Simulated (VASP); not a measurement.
Calculation: PBE GGA with D4 dispersion, VASP's PBE PAW potentials (set 64) (plane waves; VASP).

VASP input:

### KPOINTS
```
Automatic mesh
0
Gamma
9 9 5
0 0 0
```

**INCAR**
```
# general
SYSTEM = AlN
PREC   = Accurate
ENCUT  = 520
LREAL  = .False.
LASPH  = .True.

# electronic loop
EDIFF  = 1E-7
NELM   = 100
ALGO   = Normal

# smearing
ISMEAR = -5

# functional
GGA    = PE
IVDW   = 13

# ions
ISIF   = 2

# output
LWAVE  = .False.
LCHARG = .True.
LORBIT = 11
NEDOS  = 601

# other
LEFG   = .True.
```

File POSCAR:
```
AlN
1
    1.5529125568    -2.6897234423     0.0000000000
    1.5529125568     2.6897234423     0.0000000000
    0.0000000000     0.0000000000     4.9732953090
Al N
2 2
Direct
  0.6666670000   0.3333330000   0.5000463799
  0.3333330000   0.6666670000   0.0000463799
  0.6666670000   0.3333330000   0.8819536201
  0.3333330000   0.6666670000   0.3819536201
```

POTCAR, in this order: Al N (PBE.64 set). Program: vasp_std.

Output of the run:

**OSZICAR**
```
       N       E                     dE             d eps       ncg     rms          rms(c)
DAV:   1     0.519759983495E+02    0.51976E+02   -0.77410E+03   864   0.120E+03
DAV:   2    -0.306220662970E+02   -0.82598E+02   -0.76958E+02  1268   0.223E+02
DAV:   3    -0.345034463407E+02   -0.38814E+01   -0.38645E+01  1124   0.533E+01
DAV:   4    -0.345342261093E+02   -0.30780E-01   -0.30775E-01   996   0.559E+00
DAV:   5    -0.345346781301E+02   -0.45202E-03   -0.45201E-03  1108   0.686E-01    0.122E+01
DAV:   6    -0.297637932559E+02    0.47709E+01   -0.16947E+01  1032   0.316E+01    0.427E+00
DAV:   7    -0.297769435761E+02   -0.13150E-01   -0.65719E-01   964   0.642E+00    0.291E+00
DAV:   8    -0.297701013955E+02    0.68422E-02   -0.77215E-02   992   0.291E+00    0.475E-01
DAV:   9    -0.297653959715E+02    0.47054E-02   -0.20351E-02  1096   0.107E+00    0.239E-01
DAV:  10    -0.297659409732E+02   -0.54500E-03   -0.22046E-03  1012   0.362E-01    0.130E-01
DAV:  11    -0.297658739630E+02    0.67010E-04   -0.20284E-04  1024   0.115E-01    0.318E-02
DAV:  12    -0.297658757622E+02   -0.17992E-05   -0.79003E-06   928   0.289E-02    0.887E-03
DAV:  13    -0.297658754793E+02    0.28296E-06   -0.53057E-06  1060   0.172E-02    0.528E-03
DAV:  14    -0.297658754648E+02    0.14506E-07   -0.40121E-07   956   0.569E-03
   1 F= -.30998913E+02 E0= -.30998913E+02  d E =0.000000E+00
```

### OUTCAR
```
------------------------ aborting loop because EDIFF is reached ----------------------------------------
  Edisp (eV):   -1.23304
  FORCE on cell =-STRESS in cart. coord.  units (eV):
  Direction    XX          YY          ZZ          XY          YZ          ZX
  --------------------------------------------------------------------------------------
  Total      -0.00517    -0.00517    -0.00659     0.00000     0.00000     0.00000
  in kB      -0.19923    -0.19923    -0.25401     0.00000     0.00000     0.00000
  external pressure =       -0.22 kB  Pullay stress =        0.00 kB
  volume of cell :       41.55
      direct lattice vectors                 reciprocal lattice vectors
     1.552912557 -2.689723442  0.000000000     0.321975631 -0.185892717  0.000000000
     1.552912557  2.689723442  0.000000000     0.321975631  0.185892717  0.000000000
     0.000000000  0.000000000  4.973295309     0.000000000  0.000000000  0.201073923
  FREE ENERGIE OF THE ION-ELECTRON SYSTEM (eV)
  ---------------------------------------------------
  free  energy   TOTEN  =       -30.9989132904 eV

  energy  without entropy=      -30.9989132904  energy(sigma->0) =      -30.99891329

 total charge

# of ion       s       p       d       tot
------------------------------------------
    1        0.369   0.443   0.000   0.813
    2        0.369   0.443   0.000   0.813
    3        1.223   2.646   0.000   3.869
    4        1.223   2.646   0.000   3.869
--------------------------------------------------
tot          3.185   6.178   0.000   9.363

 Electric field gradients after diagonalization (V/A^2)
 (convention: |V_zz| > |V_xx| > |V_yy|)
----------------------------------------------------------------------
 ion       V_xx      V_yy      V_zz     asymmetry (V_yy - V_xx)/ V_zz
----------------------------------------------------------------------
   1      -2.559    -2.559     5.119       0.000
   2      -2.559    -2.559     5.119       0.000
   3      -0.075    -0.074     0.149       0.000
   4      -0.075    -0.074     0.149       0.001
```
(Selected blocks of OUTCAR.)

The compound is AlN in the wurtzite structure. It was relaxed first.
